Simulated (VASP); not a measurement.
Output of a VASP run:

OSZICAR:
```
...
DAV:   1     0.493322357942E+03    0.49332E+03   -0.21516E+04  1064   0.156E+03
DAV:   2     0.279710301114E+02   -0.46535E+03   -0.45680E+03  1072   0.494E+02
DAV:   3    -0.452410900856E+02   -0.73212E+02   -0.70843E+02  1936   0.157E+02
DAV:   4    -0.532202460041E+02   -0.79792E+01   -0.77774E+01  1688   0.457E+01
DAV:   5    -0.537135764286E+02   -0.49333E+00   -0.49016E+00  1636   0.106E+01    0.229E+01
DAV:   6    -0.679542349914E+02   -0.14241E+02   -0.45074E+02  1684   0.805E+01    0.333E+01
DAV:   7    -0.422059472679E+02    0.25748E+02   -0.15204E+02  1616   0.607E+01    0.816E+00
DAV:   8    -0.430528326787E+02   -0.84689E+00   -0.80231E+00  1536   0.135E+01    0.751E+00
DAV:   9    -0.431147512344E+02   -0.61919E-01   -0.46669E-01  1552   0.273E+00    0.752E+00
DAV:  10    -0.433319881293E+02   -0.21724E+00   -0.55267E-01  1604   0.342E+00    0.798E+00
DAV:  11    -0.442807130082E+02   -0.94872E+00   -0.24058E+00  1664   0.996E+00    0.101E+01
DAV:  12    -0.482379834469E+02   -0.39573E+01   -0.91268E+00  1552   0.161E+01    0.166E+01
DAV:  13    -0.515896286829E+02   -0.33516E+01   -0.33358E+00  1656   0.850E+00    0.207E+01
DAV:  14    -0.517459697846E+02   -0.15634E+00   -0.16931E-01  1636   0.285E+00    0.207E+01
DAV:  15    -0.520104658555E+02   -0.26450E+00   -0.80220E-02  1600   0.280E+00    0.209E+01
DAV:  16    -0.545369212039E+02   -0.25265E+01   -0.73371E-01  1428   0.471E+00    0.228E+01
DAV:  17    -0.566764521332E+02   -0.21395E+01   -0.48380E-01  1504   0.348E+00    0.243E+01
DAV:  18    -0.542805112217E+02    0.23959E+01   -0.42432E-01  1300   0.271E+00    0.227E+01
DAV:  19    -0.467896535333E+02    0.74909E+01   -0.73775E+00  1316   0.807E+00    0.153E+01
DAV:  20    -0.439628543151E+02    0.28268E+01   -0.38227E+00  1560   0.742E+00    0.107E+01
DAV:  21    -0.434904501307E+02    0.47240E+00   -0.50292E-01  1716   0.312E+00    0.905E+00
DAV:  22    -0.428293715065E+02    0.66108E+00   -0.62462E-01  1564   0.252E+00    0.677E+00
DAV:  23    -0.422412576501E+02    0.58811E+00   -0.85851E+00  1600   0.831E+00    0.311E+00
DAV:  24    -0.424253435903E+02   -0.18409E+00   -0.52051E-01  1768   0.291E+00    0.434E+00
DAV:  25    -0.426485704664E+02   -0.22323E+00   -0.21667E-01  1688   0.155E+00    0.567E+00
DAV:  26    -0.420636356771E+02    0.58493E+00   -0.44756E+00  1376   0.686E+00    0.147E+00
DAV:  27    -0.420537391364E+02    0.98965E-02   -0.22130E-01  1464   0.266E+00    0.764E-01
DAV:  28    -0.420517981890E+02    0.19409E-02   -0.92864E-03  1672   0.502E-01    0.662E-01
DAV:  29    -0.420498292162E+02    0.19690E-02   -0.15877E-02  1352   0.665E-01    0.352E-01
DAV:  30    -0.420493002097E+02    0.52901E-03   -0.90133E-03  1676   0.339E-01    0.232E-01
DAV:  31    -0.420512619578E+02   -0.19617E-02   -0.13862E-02  1624   0.393E-01    0.341E-01
DAV:  32    -0.420488281121E+02    0.24338E-02   -0.59465E-03  1444   0.309E-01    0.127E-01
DAV:  33    -0.420487604720E+02    0.67640E-04   -0.53612E-03  1660   0.226E-01    0.129E-01
DAV:  34    -0.420485069180E+02    0.25355E-03   -0.81881E-04  1660   0.125E-01    0.521E-02
DAV:  35    -0.420484743436E+02    0.32574E-04   -0.25941E-04  1748   0.592E-02    0.141E-02
DAV:  36    -0.420484817931E+02   -0.74494E-05   -0.53181E-05  1468   0.273E-02    0.216E-02
DAV:  37    -0.420484727239E+02    0.90692E-05   -0.29736E-05  1092   0.269E-02    0.803E-03
DAV:  38    -0.420484731446E+02   -0.42071E-06   -0.13568E-05  1456   0.134E-02    0.468E-03
DAV:  39    -0.420484731733E+02   -0.28657E-07   -0.64878E-06  1196   0.101E-02
   1 F= -.42048473E+02 E0= -.41919255E+02  d E =-.258437E+00
```

OUTCAR:
```
------------------------ aborting loop because EDIFF is reached ----------------------------------------
  FORCE on cell =-STRESS in cart. coord.  units (eV):
  Direction    XX          YY          ZZ          XY          YZ          ZX
  --------------------------------------------------------------------------------------
  Total      -17.6444175    -17.2863149    -31.8601330      0.1613269     -0.0300803      0.0301247
  in kB     -245.3904205   -240.4100941   -443.0960353      2.2436603     -0.4183436      0.4189600
  external PRESSURE =    -309.6321833 kB  Pullay stress =       0.0000000 kB
  volume of cell :      115.20
      direct lattice vectors                 reciprocal lattice vectors
     5.483200000  0.000000000  0.000000000     0.182375255  0.105294392  0.000000000
    -2.741600000  4.748591000  0.000000000     0.000000000  0.210588783  0.000000000
     0.000000000  0.000000000  4.424472000     0.000000000  0.000000000  0.226015669
 POSITION                                       TOTAL-FORCE (eV/Angst)
 -----------------------------------------------------------------------------------
      2.70098      0.06635      0.03752        -0.281492     -0.898957      0.381655
      1.37430      2.43799      4.42438        -0.119112      0.232506      0.235312
      4.12609      2.19078      4.41564         0.318138      0.586957      0.108166
     -2.72738      4.73235      0.07930        -0.458095      0.426883     -0.404550
     -0.00490      3.20190      2.08033         0.280916     -0.136158     -0.427777
      2.75572      1.61640      2.23625         0.259645     -0.211232      0.107195
 -----------------------------------------------------------------------------------
    total drift:                               -0.000722      0.000343      0.000403
  FREE ENERGIE OF THE ION-ELECTRON SYSTEM (eV)
  ---------------------------------------------------
  free  energy   TOTEN  =       -42.0484731733 eV

  energy  without entropy=      -41.7900360967  energy(sigma->0) =      -41.91925463
```
(Selected blocks of OUTCAR.)

File POSCAR:
```
TiC
1
    5.4832000000     0.0000000000     0.0000000000
   -2.7416000000     4.7485910000     0.0000000000
    0.0000000000     0.0000000000     4.4244720000
Ti C
3 3
Direct
  0.4995780000   0.0139730000   0.0084790000
  0.5073450000   0.5134140000  -0.0000200000
 -0.0168260000   0.4613540000  -0.0019970000
  0.0008820000  -0.0034210000   0.0179230000
  0.3362480000   0.6742840000   0.4701880000
  0.6727730000   0.3403960000   0.5054280000
```

Problem. Reconstruct the remaining input files.

Solution. One answer among several that fit: the input of the run itself, PBEsol GGA, plane waves, VASP's PBE PAW potentials (set 64).

### KPOINTS
```
Automatic mesh
0
Gamma
3 3 4
0 0 0
```

**INCAR**
```
SYSTEM = TiC
PREC = Accurate
ENCUT = 400
EDIFF = 1E-6
NELM = 100
ALGO = Normal
LREAL = .FALSE.
LASPH = .TRUE.
ISMEAR = -1
SIGMA = 0.1
GGA = PS
LMAXMIX = 4
LWAVE = .FALSE.
LCHARG = .FALSE.
ISIF = 2
```

POTCAR, in this order: Ti_sv C (PBE.64 set). Program: vasp_std.

At this cut-off the stress carries a Pulay error, which pulls relaxed volumes low.

The structure was generated: TiC was put into an ordered model structure, which need not be its known phase. The cell was not relaxed at this level. The k-mesh is coarse (spacing up to 0.44 per Å, 2π included), so the numbers may not be converged in it. The run is one of a series of settings (GGA = PS against the base run), some of them coarse on purpose.
